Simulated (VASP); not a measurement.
# TaTl (Pm-3m) in VASP: atomic charges with optPBE-vdW

Aim: the atomic charges of TaTl with optPBE-vdW.

All numbers are computed with VASP 6.6.1; they aren't measurements. Logs are shortened: lines on timing, memory, paths and dates and some standing lists are left out, and cuts for length are marked.

## Step 1: Starting point

The structure is cubic, space group Pm-3m (No. 221). The conventional cell has a = 3.622 Å, b = 3.622 Å, c = 3.622 Å, α = 90.00°, β = 90.00°, γ = 90.00°. Ta (site symmetry m-3m) is surrounded by 8 Tl at 3.14 Å. Tl (site symmetry m-3m) is surrounded by 8 Ta at 3.14 Å.

The cell was built by a generator and needn't be a form met in nature.

## Step 2: Atomic charges, optPBE-vdW

Contents of INCAR:

```
SYSTEM = TaTl
PREC = Accurate
ENCUT = 520
EDIFF = 1E-6
ISMEAR = -5
SIGMA = 0.2
LREAL = .False.
LASPH = .True.
NELM = 80
ALGO = Normal
ISIF = 2
LWAVE = .False.
LCHARG = .False.
GGA = OR
LUSE_VDW = .True.
AGGAC = 0.0
LORBIT = 10
ADDGRID = .True.
```

Contents of KPOINTS:

```
Automatic mesh
0
Gamma
  7 7 7
  0 0 0
```

Contents of POSCAR:

```
TaTl
1.0
    3.6221205400      0.0000000000      0.0000000000
    0.0000000000      3.6221205400      0.0000000000
    0.0000000000      0.0000000000      3.6221205400
Ta Tl
1 1
Direct
    0.0000000000      0.0000000000      0.0000000000
    0.5000000000      0.5000000000      0.5000000000
```

Potentials or basis: VASP PAW PBE potentials, release 64 (Ta_pv, Tl_d).

Run with:

```sh
cat potpaw_PBE.64/Ta_pv/POTCAR potpaw_PBE.64/Tl_d/POTCAR > POTCAR
mpirun -np 1 vasp_std > vasp.out
```

OUTCAR:

```text
SYSTEM = TaTl
   PREC = Accurate
   ENCUT = 520
   EDIFF = 1E-6
   ISMEAR = -5
   LREAL = .False.
   LASPH = .True.
   NELM = 80
   ISIF = 2
   GGA = OR
   LORBIT = 10

 ion  position               nearest neighbor table
   1  0.000  0.000  0.000-   2 3.14   2 3.14   2 3.14   2 3.14   2 3.14   2 3.14   2 3.14   2 3.14

   2  0.500  0.500  0.500-   1 3.14   1 3.14   1 3.14   1 3.14   1 3.14   1 3.14   1 3.14   1 3.14

  LATTYP: Found a simple cubic cell.
 ALAT       =     3.6221205400

  Lattice vectors:

 A1 = (   3.6221205400,   0.0000000000,   0.0000000000)
 A2 = (   0.0000000000,   3.6221205400,   0.0000000000)
 A3 = (   0.0000000000,   0.0000000000,   3.6221205400)

Analysis of symmetry for initial positions (statically):
=====================================================================
 Subroutine PRICEL returns:
 Original cell was already a primitive cell.

 Routine SETGRP: Setting up the symmetry group for a
 simple cubic supercell.

 Subroutine GETGRP returns: Found 48 space group operations
 (whereof 48 operations were pure point group operations)
 out of a pool of 48 trial point group operations.

The static configuration has the point symmetry O_h .

Analysis of symmetry for dynamics (positions and initial velocities):
=====================================================================
 Subroutine PRICEL returns:
 Original cell was already a primitive cell.

 Routine SETGRP: Setting up the symmetry group for a
 simple cubic supercell.

 Subroutine GETGRP returns: Found 48 space group operations
 (whereof 48 operations were pure point group operations)
 out of a pool of 48 trial point group operations.

The dynamic configuration has the point symmetry O_h .

 Subroutine INISYM returns: Found 48 space group operations
 (whereof 48 operations are pure point group operations),
 and found     1 'primitive' translations

----------------------------------------------------------------------------------------

                                     Primitive cell

  volume of cell :      47.5213

  direct lattice vectors                    reciprocal lattice vectors
     3.622120540  0.000000000  0.000000000     0.276081370  0.000000000  0.000000000
     0.000000000  3.622120540  0.000000000     0.000000000  0.276081370  0.000000000
     0.000000000  0.000000000  3.622120540     0.000000000  0.000000000  0.276081370

  length of vectors
     3.622120540  3.622120540  3.622120540     0.276081370  0.276081370  0.276081370

  position of ions in fractional coordinates (direct lattice)
     0.000000000  0.000000000  0.000000000
     0.500000000  0.500000000  0.500000000

  ion indices of the primitive-cell ions
   primitive index   ion index
                 1           1
                 2           2

----------------------------------------------------------------------------------------

 KPOINTS: Automatic mesh

Automatic generation of k-mesh.
 Grid dimensions read from file:
 generate k-points for:    7    7    7

 Generating k-lattice:

  Cartesian coordinates                     Fractional coordinates (reciprocal lattice)
     0.039440196  0.000000000  0.000000000     0.142857143  0.000000000  0.000000000
     0.000000000  0.039440196  0.000000000     0.000000000  0.142857143  0.000000000
     0.000000000  0.000000000  0.039440196     0.000000000  0.000000000  0.142857143

  Length of vectors
     0.039440196  0.039440196  0.039440196

  Shift w.r.t. Gamma in fractional coordinates (k-lattice)
     0.000000000  0.000000000  0.000000000

 TETIRR: Found    163 inequivalent tetrahedra from     2058

 Subroutine IBZKPT returns following result:
 ===========================================

 Found     20 irreducible k-points:

 Following reciprocal coordinates:
            Coordinates               Weight
  0.000000  0.000000  0.000000      1.000000
  0.142857  0.000000  0.000000      6.000000
  0.285714  0.000000  0.000000      6.000000
  0.428571  0.000000  0.000000      6.000000
  0.142857  0.142857  0.000000     12.000000
  0.285714  0.142857  0.000000     24.000000
[... 12 lines left out ...]
  0.428571  0.428571  0.285714     24.000000
  0.428571  0.428571  0.428571      8.000000
   k-points           NKPTS =     20   k-points in BZ     NKDIM =     20   number of bands    NBANDS=     16
   number of dos      NEDOS =    301   number of ions     NIONS =      2
   total plane-waves  NPLWV =  21952
   dimension x,y,z NGX =    28 NGY =   28 NGZ =   28
   dimension x,y,z NGXF=    56 NGYF=   56 NGZF=   56
   ions per type =               1   1
   NGX,Y,Z   is equivalent  to a cutoff of  12.85, 12.85, 12.85 a.u.
   NGXF,Y,Z  is equivalent  to a cutoff of  25.70, 25.70, 25.70 a.u.
 SYSTEM =  TaTl
   PREC   = accura    normal or accurate (medium, high low for compatibility)
   ISTART =      0    job   : 0-new  1-cont  2-samecut
   ICHARG =      2    charge: 1-file 2-atom 10-const
   ISPIN  =      1    spin polarized calculation?
   LNONCOLLINEAR =      F non collinear calculations
   LSORBIT =      F    spin-orbit coupling
   LASPH  =      T    aspherical Exc in radial PAW
   ENCUT  =  520.0 eV  38.22 Ry    6.18 a.u.   6.73  6.73  6.73*2*pi/ulx,y,z
   NELM   =     80;   NELMIN=  2; NELMDL= -5     # of ELM steps
   EDIFF  = 0.1E-05   stopping-criterion for ELM
   LREAL  =      F    real-space projection
   EDIFFG = 0.1E-04   stopping-criterion for IOM
   NSW    =      0    number of steps for IOM
   IBRION =     -1    ionic relax: 0-MD 1-quasi-New 2-CG
   NFREE  =      0    steps in history (QN), initial steepest desc. (CG)
   ISIF   =      2    stress and relaxation
   ISYM   =      2    0-nonsym 1-usesym 2-fastsym
   POTIM  = 0.5000    time-step for ionic-motion
   TEBEG  =    0.0;   TEEND  =   0.0 temperature during run
   PSTRESS=    0.0 pullay stress
   NELECT =      24.0000    total number of electrons
   NUPDOWN=      -1.0000    fix difference up-down
   EMIN   =  10.00;   EMAX   =-10.00  energy-range for DOS
   EFERMI =   0.00;   METHOD = LEGACY
   ISMEAR =    -5;   SIGMA  =   0.20  broadening in eV -4-tet -1-fermi 0-gaus
   EFERMI_NEDOS =   21; number of points for ismear=-14 and -15
   IALGO  =     38    algorithm
   IMIX   =      4    mixing-type and parameters
     AMIX     =   0.40;   BMIX     =  1.00
     AMIX_MAG =   1.60;   BMIX_MAG =  1.00
  volume/ion in A,a.u.               =      23.76       160.34
  Fermi-wavevector in a.u.,A,eV,Ry     =   1.303714  2.463662 23.125419  1.699670
  Thomas-Fermi vector in A             =   2.434698
   LORBIT       =     10    0 simple, 1 ext, 2 COOP (PROOUT), +10 PAW based schemes
   GGA     = OR    functional components
   LHFCALC =     F    Hartree Fock is set to
   AEXX    =    0.0000 exact exchange contribution
   IVDW_NL    =     1    kernel type
   BPARAM     = 6.3000
   IVDW    =     0    specifies the selected vdW correction
   LEPSILON=     F    determine dielectric tensor
   LRPA    =     F    only Hartree local field effects (RPA)
 non-spin polarized calculation
 Fermi weights with tetrahedron method with Bloechl corrections
  energy-cutoff  :      520.00
  volume of cell :       47.52
 maximum number of plane-waves:      1309
 NGX is ok and might be reduce to    28
   NGX = 13   NGY = 13   NGZ = 13

 number of electron      24.0000001 magnetization

 Free energy of the ion-electron system (eV)
  ---------------------------------------------------
  ext. energy  EPLUGINS =         0.00000000
  ---------------------------------------------------
  free energy    TOTEN  =        -5.65603154 eV

  energy without entropy =       -5.65603154  energy(sigma->0) =       -5.65603154

 E-fermi :   6.2407     XC(G=0): -11.1926

 val. band max:        6.4043797654   @ k =   0.4286   0.2857   0.2857
 cond. band min:       6.1560529516   @ k =   0.2857   0.2857   0.1429
 fundamental gap:     -0.2483268138
 Fermi energy:         6.2407190536

 k-point     1 :       0.0000    0.0000    0.0000
  band No.  band energies     occupation
      1     -28.9261      2.00000
      2     -28.9261      2.00000
      3     -28.9261      2.00000
      4      -5.3108      2.00000
      5      -5.3108      2.00000
      6      -4.9709      2.00000
[... 8 lines left out ...]
     15       9.6309      0.00000
     16       9.6309      0.00000

 k-point     2 :       0.1429    0.0000    0.0000
  band No.  band energies     occupation
      1     -28.9394      2.00000
      2     -28.9251      2.00000
      3     -28.9251      2.00000
      4      -5.2984      2.00000
      5      -5.2473      2.00000
      6      -4.9888      2.00000
[... 8 lines left out ...]
     15       7.9825      0.00000
     16      10.6662      0.00000

 k-point     3 :       0.2857    0.0000    0.0000
  band No.  band energies     occupation
      1     -28.9692      2.00000
      2     -28.9230      2.00000
      3     -28.9230      2.00000
      4      -5.2704      2.00000
      5      -5.1112      2.00000
      6      -5.0285      2.00000
[... 8 lines left out ...]
     15       7.8647      0.00000
     16      12.4947      0.00000

 k-point     4 :       0.4286    0.0000    0.0000
  band No.  band energies     occupation
      1     -28.9929      2.00000
      2     -28.9213      2.00000
      3     -28.9213      2.00000
      4      -5.2478      2.00000
      5      -5.0600      2.00000
      6      -5.0600      2.00000
[... 8 lines left out ...]
     15       8.5469      0.00000
     16      13.8800      0.00000
[... 248 lines left out ...]
 k-point    18 :       0.4286    0.2857    0.2857
  band No.  band energies     occupation
      1     -28.9836      2.00000
      2     -28.9587      2.00000
      3     -28.9586      2.00000
      4      -5.2369      2.00000
      5      -5.1612      2.00000
      6      -5.1301      2.00000
[... 8 lines left out ...]
     15       7.9843      0.00000
     16       9.4975      0.00000

 k-point    19 :       0.4286    0.4286    0.2857
  band No.  band energies     occupation
      1     -28.9814      2.00000
      2     -28.9812      2.00000
      3     -28.9567      2.00000
      4      -5.2629      2.00000
      5      -5.1739      2.00000
      6      -5.1735      2.00000
[... 8 lines left out ...]
     15       8.0308      0.00000
     16       9.6265      0.00000

 k-point    20 :       0.4286    0.4286    0.4286
  band No.  band energies     occupation
      1     -28.9793      2.00000
      2     -28.9793      2.00000
      3     -28.9793      2.00000
      4      -5.2297      2.00000
      5      -5.2085      2.00000
      6      -5.2085      2.00000
[... 8 lines left out ...]
     15       8.3303      0.00000
     16      10.5863      0.00000

------------------------ aborting loop because EDIFF is reached ----------------------------------------

  FORCE on cell =-STRESS in cart. coord.  units (eV):
  Direction    XX          YY          ZZ          XY          YZ          ZX
  --------------------------------------------------------------------------------------
  -------------------------------------------------------------------------------------
  Total       -3.5560680     -3.5560680     -3.5560680      0.0000000     -0.0000000     -0.0000000
  in kB     -119.8924812   -119.8924812   -119.8924812      0.0000000     -0.0000000     -0.0000000
  external PRESSURE =    -119.8924812 kB  Pullay stress =       0.0000000 kB

 VOLUME and BASIS-vectors are now :
 -----------------------------------------------------------------------------
  energy-cutoff  :      520.00
  volume of cell :       47.52
      direct lattice vectors                 reciprocal lattice vectors
     3.622120540  0.000000000  0.000000000     0.276081370  0.000000000  0.000000000
     0.000000000  3.622120540  0.000000000     0.000000000  0.276081370  0.000000000
     0.000000000  0.000000000  3.622120540     0.000000000  0.000000000  0.276081370

 POSITION                                       TOTAL-FORCE (eV/Angst)
 -----------------------------------------------------------------------------------
      0.00000      0.00000      0.00000         0.000000      0.000000      0.000000
      1.81106      1.81106      1.81106         0.000000      0.000000      0.000000
 -----------------------------------------------------------------------------------
    total drift:                                0.000000      0.000000      0.000000

  FREE ENERGIE OF THE ION-ELECTRON SYSTEM (eV)
  ---------------------------------------------------
  free  energy   TOTEN  =        -5.6560315354 eV

  energy  without entropy=       -5.6560315354  energy(sigma->0) =       -5.65603154

Total vdW correction in eV:      3.6985032

 total charge

# of ion       s       p       d       tot
------------------------------------------
    1        0.284   6.047   2.198   8.529
    2        1.040   0.672   9.625  11.338
--------------------------------------------------
tot          1.325   6.720  11.823  19.867
```

Wall time 24 s (1 thread of Intel Xeon 6975P-C (Granite Rapids), shared host); peak memory 0.39 GiB.

What came out:

| Item | Value |
| --- | --- |
| Free energy | -5.6560 eV |
| Pressure | -12.0 GPa |
| Band gap on the k mesh | none (metal or under the smearing width) |
| Valence electrons inside the program's atomic spheres | Ta 8.53; Tl 11.34 |

Caveat: the PAW data sets were made with another functional, which shifts forces and pressure a little; tetrahedron occupations give inexact forces and stress in metals.

## Step 3: The reference run

An earlier run on the cell as given: functional PBE; potentials or basis VASP PAW PBE potentials, release 64 (Ta_pv, Tl_d); cutoff 520 eV; k mesh 7 × 7 × 7; occupations fermi-dirac, width 0.05 eV; no spin polarisation.

- Pressure: -13.5 GPa
- Band gap on the k mesh: none (metal or under the smearing width)
